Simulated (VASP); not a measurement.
A convergence study with VASP on LiCl (rock salt): one setting is varied, all else stays as given below, so the limit is that of these other settings.

```
CELL_PARAMETERS angstrom
      0.00000     2.57000     2.57000
      2.57000     0.00000     2.57000
      2.57000     2.57000     0.00000
ATOMIC_POSITIONS crystal
  Li 0.00000 0.00000 0.00000
  Cl 0.50000 0.50000 0.50000
```

These are PBE GGA, VASP's PBE PAW potentials (set 64) (plane waves; VASP) values and carry that method's errors. The tightest run used: 700 eV cut-off, 14×14×14 Monkhorst-Pack mesh, Gaussian smearing of 0.050 eV, potentials Li_sv Cl.

The settings run are 1×1×1 mesh; 2×2×2 mesh; 3×3×3 mesh; 4×4×4 mesh; 5×5×5 mesh; 6×6×6 mesh; 7×7×7 mesh; 8×8×8 mesh; 9×9×9 mesh; 10×10×10 mesh; 11×11×11 mesh; 12×12×12 mesh; 13×13×13 mesh; 14×14×14 mesh. From which on does the stress (every component) stay within 0.2 GPa of the tightest run?

From 4×4×4 mesh on: it is off by 0.00 there and by no more than 0.2 in any finer run, while 3×3×3 mesh is off by 0.70.
```tsv
setting	E (eV/atom)	pressure (GPa)	irreducible k-points	difference judged (GPa)
1×1×1 mesh	-0.2767	44.99	1	44.90
2×2×2 mesh	-3.6921	0.06	2	0.03
3×3×3 mesh	-3.6664	0.78	4	0.70
4×4×4 mesh	-3.6922	0.08	10	0.00
5×5×5 mesh	-3.6917	0.10	10	0.02
6×6×6 mesh	-3.6922	0.08	28	0.00
7×7×7 mesh	-3.6922	0.08	20	0.00
8×8×8 mesh	-3.6922	0.08	60	0.00
9×9×9 mesh	-3.6922	0.08	35	0.00
10×10×10 mesh	-3.6922	0.08	110	0.00
11×11×11 mesh	-3.6922	0.08	56	0.00
12×12×12 mesh	-3.6922	0.08	182	0.00
13×13×13 mesh	-3.6922	0.08	84	0.00
14×14×14 mesh	-3.6922	0.08	280	0.00
```

Left out are rungs that failed or repeat a setting and relaxations that didn't move; long series are thinned to 24 rows.

The compound is LiCl in the rock salt structure. The cell was not relaxed at this level.
